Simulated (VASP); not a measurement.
## Cs2PdCl4: molecular dynamics

Aim: follow Cs2PdCl4 in time and read averages from the run. The start is a cell from a database of measured crystal structures.

Program: VASP 6.6.1. Level of theory: PBEsol; plane waves and PAW (Cs_sv, Pd, Cl). Results are calculated unless marked as measured.

### Step 1. The starting structure

It takes space group P4/mmm (No. 123, tetragonal). Conventional cell: a = 7.416 Å, b = 7.416 Å, c = 4.679 Å, α = 90.00°, β = 90.00°, γ = 90.00°. Nearest to Cs lie 8 Cl at 3.53 Å. Nearest to Pd lie 4 Cl at 2.32 Å. Cl has 1 Pd at 2.32 Å and 4 Cs at 3.53 Å nearest. Farther neighbours and most contacts between anions are not listed.

### Step 2. Relax the host

First cell and atoms are relaxed at a raised cutoff, so that later runs start from this functional's own cell.

Contents of INCAR:

```
SYSTEM = Cs2PdCl4
PREC = Accurate
ENCUT = 350
EDIFF = 1E-06
NELM = 120
ISMEAR = 0
SIGMA = 0.1
LREAL = .FALSE.
ALGO = Normal
GGA = PS
NBANDS = 35
LORBIT = 11
LWAVE = .FALSE.
LCHARG = .FALSE.
KPAR = 4
IBRION = 2
NSW = 40
ISIF = 3
EDIFFG = -0.02
POTIM = 0.4
```

Contents of POSCAR:

```
Cs2PdCl4
1.0
    7.4158000000      0.0000000000      0.0000000000
    0.0000000000      7.4158000000      0.0000000000
    0.0000000000      0.0000000000      4.6792000000
Cs Pd Cl
2 1 4
Direct
    0.5000000000      0.0000000000      0.5000000000
    0.0000000000      0.5000000000      0.5000000000
    0.0000000000      0.0000000000      0.0000000000
    0.2210000000      0.7790000000      0.0000000000
    0.7790000000      0.7790000000      0.0000000000
    0.7790000000      0.2210000000      0.0000000000
    0.2210000000      0.2210000000      0.0000000000
```

Contents of KPOINTS:

```
Automatic mesh
0
Gamma
3 3 4
0 0 0
```

Potentials, in the order of the species: Cs_sv, Pd and Cl (PBE family, release 64).

Command:

```
$ mpirun -np 4 vasp_std
```

What it wrote:

```text
[banner, memory and clock lines left out]
running    4 mpi-ranks, on    1 nodes
 distrk:  each k-point on    1 cores,    4 groups
 distr:  one band on    1 cores,    1 groups

 POSCAR found type information on POSCAR CsPdCl
 POSCAR found :  3 types and       7 ions
|                                                                             |
|               ----> ADVICE to this user running VASP <----                  |
|                                                                             |
|     You enforced a specific xc type in the INCAR file but a different       |
|     [... a line on the potential file left out ...]
|     I HOPE YOU KNOW WHAT YOU ARE DOING!                                     |
|                                                                             |

 LDA part: xc-table for (Slater+PW92), standard interpolation
 POSCAR, INCAR and KPOINTS ok, starting setup
 FFT: planning ... GRIDC
 FFT: planning ... GRID_SOFT
 FFT: planning ... GRID
 WAVECAR not read
 entering main loop
       N       E                     dE             d eps       ncg     rms          rms(c)
DAV:   1     0.357036881472E+03    0.35704E+03   -0.19119E+04   630   0.975E+02
DAV:   2     0.632446416384E+01   -0.35071E+03   -0.34108E+03   840   0.227E+02
DAV:   3    -0.264561802639E+02   -0.32781E+02   -0.32660E+02   737   0.792E+01
DAV:   4    -0.270126304981E+02   -0.55645E+00   -0.55591E+00   796   0.118E+01
DAV:   5    -0.270253293813E+02   -0.12699E-01   -0.12695E-01   769   0.170E+00    0.122E+01
DAV:   6    -0.259051756791E+02    0.11202E+01   -0.52839E+00   678   0.135E+01    0.760E+00
DAV:   7    -0.257139559406E+02    0.19122E+00   -0.12820E+00   702   0.780E+00    0.435E+00
DAV:   8    -0.256891458073E+02    0.24810E-01   -0.17613E-01   772   0.189E+00    0.904E-01
DAV:   9    -0.256954787154E+02   -0.63329E-02   -0.24991E-02   732   0.998E-01    0.320E-01
DAV:  10    -0.257054467805E+02   -0.99681E-02   -0.75264E-03   683   0.456E-01    0.142E-01
DAV:  11    -0.257079487510E+02   -0.25020E-02   -0.85926E-04   713   0.133E-01    0.648E-02
DAV:  12    -0.257092102177E+02   -0.12615E-02   -0.97066E-04   672   0.126E-01    0.462E-02
DAV:  13    -0.257092153441E+02   -0.51264E-05   -0.36607E-05   780   0.283E-02    0.168E-02
DAV:  14    -0.257092260601E+02   -0.10716E-04   -0.22283E-05   675   0.273E-02    0.451E-03
DAV:  15    -0.257092266900E+02   -0.62989E-06   -0.23587E-06   540   0.976E-03
   1 F= -.25709227E+02 E0= -.25709227E+02  d E =-.257092E+02
 curvature:   0.00 expect dE= 0.000E+00 dE for cont linesearch  0.000E+00
 trial: gam= 0.00000 g(F)=  0.954E-02 g(S)=  0.267E-01 ort = 0.000E+00 (trialstep = 0.100E+01)
 search vector abs. value=  0.362E-01
 bond charge predicted
       N       E                     dE             d eps       ncg     rms          rms(c)
DAV:   1    -0.258758790090E+02   -0.16665E+00   -0.42001E+00   656   0.103E+01    0.271E+00
DAV:   2    -0.257499841096E+02    0.12589E+00   -0.46284E-01   668   0.390E+00    0.988E-01
DAV:   3    -0.257293352759E+02    0.20649E-01   -0.42969E-02   683   0.139E+00    0.603E-01
DAV:   4    -0.257256491485E+02    0.36861E-02   -0.17182E-02   711   0.651E-01    0.340E-01
DAV:   5    -0.257252607523E+02    0.38840E-03   -0.10628E-03   772   0.154E-01    0.145E-01
DAV:   6    -0.257251855663E+02    0.75186E-04   -0.45680E-04   677   0.106E-01    0.419E-02
DAV:   7    -0.257251719546E+02    0.13612E-04   -0.52642E-05   702   0.436E-02    0.182E-02
DAV:   8    -0.257251699295E+02    0.20251E-05   -0.70203E-06   680   0.149E-02    0.474E-03
DAV:   9    -0.257251683895E+02    0.15401E-05   -0.12111E-06   492   0.646E-03    0.266E-03
DAV:  10    -0.257251681483E+02    0.24113E-06   -0.44541E-07   512   0.316E-03
   2 F= -.25725168E+02 E0= -.25725168E+02  d E =-.159415E-01
 trial-energy change:   -0.015941  1 .order   -0.015515   -0.036222    0.005193
 step:   0.8811(harm=  0.8746)  dis= 0.00598  next Energy=   -25.725476 (dE=-0.162E-01)
 bond charge predicted
       N       E                     dE             d eps       ncg     rms          rms(c)
DAV:   1    -0.257276153230E+02   -0.24469E-02   -0.59285E-02   659   0.123E+00    0.314E-01
DAV:   2    -0.257258530535E+02    0.17623E-02   -0.63606E-03   674   0.473E-01    0.123E-01
DAV:   3    -0.257255577972E+02    0.29526E-03   -0.57873E-04   677   0.158E-01    0.735E-02
DAV:   4    -0.257254997258E+02    0.58071E-04   -0.25038E-04   706   0.776E-02    0.401E-02
DAV:   5    -0.257254896396E+02    0.10086E-04   -0.14851E-05   796   0.185E-02    0.172E-02
DAV:   6    -0.257254855131E+02    0.41265E-05   -0.60534E-06   692   0.118E-02    0.510E-03
DAV:   7    -0.257254849112E+02    0.60193E-06   -0.66546E-07   484   0.488E-03
   3 F= -.25725485E+02 E0= -.25725485E+02  d E =-.162582E-01
 curvature:  -0.44 expect dE=-0.290E-03 dE for cont linesearch -0.384E-08
 trial: gam= 0.01882 g(F)=  0.107E-03 g(S)=  0.558E-03 ort =-0.179E-04 (trialstep = 0.976E+00)
 search vector abs. value=  0.676E-03
 bond charge predicted
       N       E                     dE             d eps       ncg     rms          rms(c)
DAV:   1    -0.257285787443E+02   -0.30932E-02   -0.75843E-02   636   0.137E+00    0.303E-01
DAV:   2    -0.257264380004E+02    0.21407E-02   -0.78073E-03   674   0.577E-01    0.113E-01
DAV:   3    -0.257261017768E+02    0.33622E-03   -0.72073E-04   717   0.175E-01    0.529E-02
DAV:   4    -0.257260305179E+02    0.71259E-04   -0.29084E-04   682   0.718E-02    0.390E-02
DAV:   5    -0.257260333238E+02   -0.28060E-05   -0.28267E-05   742   0.248E-02    0.925E-03
DAV:   6    -0.257260338109E+02   -0.48708E-06   -0.46775E-06   736   0.109E-02
   4 F= -.25726034E+02 E0= -.25726034E+02  d E =-.548900E-03
 ZBRENT: can't locate minimum, use default step
 trial-energy change:   -0.000549  1 .order   -0.000585   -0.000648   -0.000522
 step:   3.9049(harm=  5.0139)  dis= 0.00230  next Energy=   -25.727149 (dE=-0.166E-02)
 bond charge predicted
       N       E                     dE             d eps       ncg     rms          rms(c)
DAV:   1    -0.257499475165E+02   -0.23914E-01   -0.68704E-01   636   0.413E+00    0.909E-01
DAV:   2    -0.257306733074E+02    0.19274E-01   -0.70919E-02   674   0.173E+00    0.340E-01
DAV:   3    -0.257276140603E+02    0.30592E-02   -0.65915E-03   700   0.536E-01    0.159E-01
DAV:   4    -0.257269433801E+02    0.67068E-03   -0.26462E-03   676   0.218E-01    0.118E-01
DAV:   5    -0.257269305152E+02    0.12865E-04   -0.26254E-04   726   0.755E-02    0.275E-02
DAV:   6    -0.257269281011E+02    0.24141E-05   -0.44743E-05   766   0.342E-02    0.151E-02
DAV:   7    -0.257269317690E+02   -0.36679E-05   -0.87070E-06   645   0.170E-02    0.479E-03
DAV:   8    -0.257269324093E+02   -0.64032E-06   -0.13768E-06   483   0.779E-03
   5 F= -.25726932E+02 E0= -.25726932E+02  d E =-.144750E-02
 curvature:  -2.36 expect dE=-0.472E-04 dE for cont linesearch -0.371E-04
 trial: gam=-0.12659 g(F)=  0.948E-07 g(S)=  0.199E-04 ort = 0.103E-03 (trialstep = 0.156E+01)
 search vector abs. value=  0.473E-05
 reached required accuracy - stopping structural energy minimisation
```

Run time: 69 s. Hardware: 4 MPI ranks of AMD EPYC 7R43, shared host; peak memory 0.96 GiB; 4.5 min of CPU time.

The logs omit lines about the potential files and the build; timing stands in the text.

From OUTCAR (step 2):

```text
ion  position               nearest neighbor table
   1  0.500  0.000  0.500-
   2  0.000  0.500  0.500-
   3  0.000  0.000  0.000-   4 2.32   5 2.32   6 2.32   7 2.32
   4  0.221  0.779  0.000-   3 2.32
   5  0.779  0.779  0.000-   3 2.32
   6  0.779  0.221  0.000-   3 2.32
   7  0.221  0.221  0.000-   3 2.32

  LATTYP: Found a simple tetragonal cell.
 ALAT       =     7.4158000000
 C/A-ratio  =     0.6309771029

 Subroutine GETGRP returns: Found 16 space group operations
 (whereof 16 operations were pure point group operations)

The static configuration has the point symmetry D_4h.

 Found      9 irreducible k-points:

   k-points           NKPTS =      9   k-points in BZ     NKDIM =      9   number of bands    NBANDS=     35

   dimension x,y,z NGX =    48 NGY =   48 NGZ =   30
   dimension x,y,z NGXF=    96 NGYF=   96 NGZF=   60

   ENCUT  =  350.0 eV  25.72 Ry    5.07 a.u.  11.31 11.31  7.14*2*pi/ulx,y,z

   NELECT =      56.0000    total number of electrons

 k-points in reciprocal lattice and weights: Automatic mesh
   0.00000000  0.00000000  0.00000000       0.028
   0.33333333  0.00000000  0.00000000       0.111
   0.33333333  0.33333333  0.00000000       0.111
   0.00000000  0.00000000  0.25000000       0.056
   0.33333333  0.00000000  0.25000000       0.222
   0.33333333  0.33333333  0.25000000       0.222
   0.00000000  0.00000000  0.50000000       0.028
   0.33333333  0.00000000  0.50000000       0.111
   0.33333333  0.33333333  0.50000000       0.111

 average (electrostatic) potential at core
       1 -49.2428       2 -49.2428       3 -79.4508       4 -94.5785       5 -94.5785
       6 -94.5785       7 -94.5785

 E-fermi :   0.2825

 k-point     1 :       0.0000    0.0000    0.0000
  band No.  band energies     occupation
    ...
     24      -0.9937      2.00000
     25      -0.7844      2.00000
     26      -0.7161      2.00000
     27      -0.2463      2.00000
     28      -0.2463      2.00000
     29       2.1086      0.00000
     30       3.8558      0.00000
     31       5.0359      0.00000
     32       5.9922      0.00000
     33       6.0079      0.00000
    ...

 k-point     2 :       0.3333    0.0000    0.0000
  band No.  band energies     occupation
    ...
     24      -1.0485      2.00000
     25      -0.7436      2.00000
     26      -0.5506      2.00000
     27      -0.2222      2.00000
     28      -0.2098      2.00000
     29       1.9554      0.00000
     30       4.4134      0.00000
     31       5.5169      0.00000
     32       5.7047      0.00000
     33       6.2401      0.00000
    ...

 k-point     3 :       0.3333    0.3333    0.0000
  band No.  band energies     occupation
    ...
     24      -1.0942      2.00000
     25      -0.7051      2.00000
     26      -0.3546      2.00000
     27      -0.1823      2.00000
     28      -0.1802      2.00000
     29       1.7296      0.00000
     30       4.8314      0.00000
     31       5.6086      0.00000
     32       5.8796      0.00000
     33       6.0623      0.00000
    ...

  Total        0.0124801      0.0124801     -0.0574016      0.0000000     -0.0000000      0.0000000
  in kB        0.0797269      0.0797269     -0.3666998      0.0000000     -0.0000000      0.0000000
  external PRESSURE =      -0.0690820 kB  Pullay stress =       0.0000000 kB

  energy-cutoff  :      350.00
  volume of cell :      250.80
      direct lattice vectors                 reciprocal lattice vectors
     7.357536869 -0.000000000 -0.000000000     0.135915051  0.000000000  0.000000000
     0.000000000  7.357536869 -0.000000000     0.000000000  0.135915051  0.000000000
    -0.000000000 -0.000000000  4.632964940     0.000000000  0.000000000  0.215844500

 POSITION                                       TOTAL-FORCE (eV/Angst)
 -----------------------------------------------------------------------------------
      3.67877     -0.00000      2.31648        -0.000000     -0.000000      0.000000
      0.00000      3.67877      2.31648         0.000000      0.000000      0.000000
      0.00000     -0.00000     -0.00000         0.000000      0.000000      0.000000
      1.62239      5.73515      4.63296         0.000554     -0.000554     -0.000000
      5.73515      5.73515      4.63296        -0.000554     -0.000554      0.000000
      5.73515      1.62239     -0.00000        -0.000554      0.000554      0.000000
      1.62239      1.62239     -0.00000         0.000554      0.000554      0.000000
 -----------------------------------------------------------------------------------
    total drift:                                0.000000     -0.000000      0.000000

  FREE ENERGIE OF THE ION-ELECTRON SYSTEM (eV)
  ---------------------------------------------------
  free  energy   TOTEN  =       -25.7269324093 eV

  energy  without entropy=      -25.7269324093  energy(sigma->0) =      -25.72693241

 reached required accuracy - stopping structural energy minimisation

 total charge
# of ion       s       p       d       tot
------------------------------------------
    1        1.853   4.702   0.030   6.585
    2        1.853   4.702   0.030   6.585
    3        0.468   0.516   8.513   9.497
    4        1.586   3.491   0.000   5.076
    5        1.586   3.491   0.000   5.076
    6        1.586   3.491   0.000   5.076
    7        1.586   3.491   0.000   5.076
--------------------------------------------------
tot         10.516  23.884   8.573  42.972

[... 3 further parts left out ...]
```

CONTCAR:

```
Cs2PdCl4
   1.00000000000000
     7.3575368686502118   -0.0000000000000000   -0.0000000000000000
     0.0000000000000000    7.3575368686502118   -0.0000000000000000
    -0.0000000000000000   -0.0000000000000000    4.6329649402537152
  Cs              Pd              Cl
     2     1     4
Direct
     0.5000000000000000    0.0000000000000000    0.5000000000000000
     0.0000000000000000    0.5000000000000000    0.5000000000000000
     0.0000000000000000    0.0000000000000000    0.0000000000000000
     0.2205071659489096    0.7794928340510904    1.0000000000000000
     0.7794928340510904    0.7794928340510904    1.0000000000000000
     0.7794928340510904    0.2205071659489096    0.0000000000000000
     0.2205071659489096    0.2205071659489096    0.0000000000000000
```

The gap is read on the k-mesh alone, so it is an upper bound where the band edges lie off the mesh. The PAW data sets were made with PBE, which is usual practice but a small mismatch for other functionals. The run keeps the 16 symmetry operations of its start, so it cannot find a distortion of lower symmetry.

The steps of the relaxation:

```tsv
step	energy less that of the first step (eV)	largest force (eV/Å)	pressure (GPa)	volume (Å³)
1	0.0000	0.2487	-0.74	257.33
2	-0.0159	0.0666	0.03	252.28
3	-0.0163	0.0263	-0.07	252.88
4	-0.0168	0.0201	-0.05	252.36
5	-0.0177	0.0008	-0.01	250.80
```

```tsv
conventional cell, symmetrised	before	after	change
a (Å)	7.416	7.358	-0.8 %
b (Å)	7.416	7.358	-0.8 %
c (Å)	4.679	4.633	-1.0 %
volume (Å³/atom)	36.76	35.83	-2.5 %
```

Final coordinates:

```xyz
7
Lattice="7.3575 0.0000 0.0000 0.0000 7.3575 0.0000 0.0000 0.0000 4.6330" Properties=species:S:1:pos:R:3 pbc="T T T"
Cs    3.6788    0.0000    2.3165
Cs    0.0000    3.6788    2.3165
Pd    0.0000    0.0000    0.0000
Cl    1.6224    5.7351    0.0000
Cl    5.7351    5.7351    0.0000
Cl    5.7351    1.6224    0.0000
Cl    1.6224    1.6224    0.0000
```

A gap read on the k-mesh alone can miss the band edges.

Numbers from this step:

| Property | Result |
| --- | --- |
| electronic cycles | 46 |
| electrons | 56 |
| free energy (TOTEN) | -25.73 eV |
| Fermi energy | 0.2825 eV |
| labelled metallic, from the levels on this mesh | no |
| gap on the k-mesh | 1.910 eV |
| least direct gap on the k-mesh | 1.910 eV |

The run ended after 5 ionic steps, 0.018 eV below its first step, once forces and stress met EDIFFG = -0.02.

(Part 1 of 3 ends here.)

[Lines on the potential files, build, host, timing and source positions are cut from VASP's logs without a mark.]

[Logs are printed without paths, hosts, clocks, repeated set-up lines and the standing remarks that a program may print on its own settings, such as how far it seeks lower states.]

[Hosts, paths, dates, database ids (printed as entryN), source tags and the programs' standing remarks are cut or masked in the printed files.]

[Runs that stopped without an error message from VASP are left out.]
